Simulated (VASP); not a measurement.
Calculation: vdW-DF-cx, VASP's PBE PAW potentials (set 64) (plane waves; VASP).

The input files of a VASP run:

INCAR:
```
SYSTEM=ZrS2
PREC=Accurate; ENCUT=520; LREAL=F
LASPH=T
EDIFF=1E-7; NELM=100; ALGO=Normal
LMAXMIX=4
ISMEAR=-5
GGA=CX; LUSE_VDW=T; AGGAC=0.0
ISIF=2
LWAVE=F; LCHARG=T; LORBIT=11
NEDOS=601
LEFG=T
```

### KPOINTS
```
Automatic mesh
0
Gamma
8 8 5
0 0 0
```

### POSCAR
```
ZrS2
1
    1.8183312207    -3.1494420810     0.0000000000
    1.8183312207     3.1494420810    -0.0000000000
    0.0000000000    -0.0000000000     5.8166126050
Zr S
1 2
Direct
  0.0000000000   0.0000000000   0.0000000000
  0.3333330000   0.6666670000   0.2511385674
  0.6666670000   0.3333330000   0.7488614326
```

POTCAR, in this order: Zr_sv S (PBE.64 set). Program: vasp_std.

Task: Estimate the energy per atom (σ→0).

Result: 
```json
{
  "energy per atom (σ→0)": "-5.442 eV/atom"
}
```

File OSZICAR:
```
...
DAV:   9    -0.163267994995E+02   -0.53281E-03   -0.10138E-02  1736   0.726E-01    0.448E-01
DAV:  10    -0.163271347028E+02   -0.33520E-03   -0.19102E-03  1936   0.342E-01    0.201E-01
DAV:  11    -0.163270794468E+02    0.55256E-04   -0.20643E-04  1744   0.102E-01    0.482E-02
DAV:  12    -0.163271067381E+02   -0.27291E-04   -0.65451E-05  1592   0.559E-02    0.276E-02
DAV:  13    -0.163271055208E+02    0.12172E-05   -0.33818E-06  1904   0.103E-02    0.140E-02
DAV:  14    -0.163271059967E+02   -0.47589E-06   -0.17830E-06  1800   0.755E-03    0.178E-03
DAV:  15    -0.163271060662E+02   -0.69489E-07   -0.13167E-07  1256   0.226E-03
   1 F= -.16327106E+02 E0= -.16327106E+02  d E =0.000000E+00
```

The compound is ZrS2 in the 1T layered structure. It was relaxed first.
